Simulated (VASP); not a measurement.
A run of VASP 6.6.1:

The input INCAR:

```
  PREC = Normal
  ENCUT = 520
  EDIFF = 1E-4
  ISMEAR = 0
  SIGMA = 0.15
  LREAL = False
  LASPH = True
  NELM = 60
  ALGO = Fast
  ISIF = 3
  LWAVE = False
  LCHARG = False
  GGA = PE
  IBRION = 2
  NSW = 24
  EDIFFG = -0.08
```

Contents of KPOINTS:

```
Automatic mesh
0
Gamma
  4 4 4
```

File POSCAR:

```
Be2ZnO3
1.0
    3.9226730400      0.0000000000      0.0000000000
    0.0000000000      3.9226730400      0.0000000000
    0.0000000000      0.0000000000      3.8932452600
Be Zn O
2 1 3
Direct
    0.5000000000      0.5000000000      0.0000000000
    0.0000000000      0.0000000000      0.0000000000
    0.5000000000      0.5000000000      0.5000000000
    0.0000000000      0.0000000000      0.5000000000
    0.0000000000      0.5000000000      0.5000000000
    0.5000000000      0.0000000000      0.5000000000
```

Potentials or basis: VASP PAW PBE potentials, release 64 (Be, Zn, O).

Command:

```sh
$ cat potpaw_PBE.64/Be/POTCAR potpaw_PBE.64/Zn/POTCAR potpaw_PBE.64/O/POTCAR > POTCAR
$ mpirun -np 1 vasp_std > vasp.out
```

Hardware: 1 thread of Intel(R) Xeon(R) Platinum 8488C (Sapphire Rapids), on a shared host.

How long does it take, and how much memory?

Wall time 18 s on 1 thread of Intel(R) Xeon(R) Platinum 8488C (Sapphire Rapids) (shared host), peak memory 0.15 GiB. Counts: scf iterations 32, k points 18, ion steps 3.
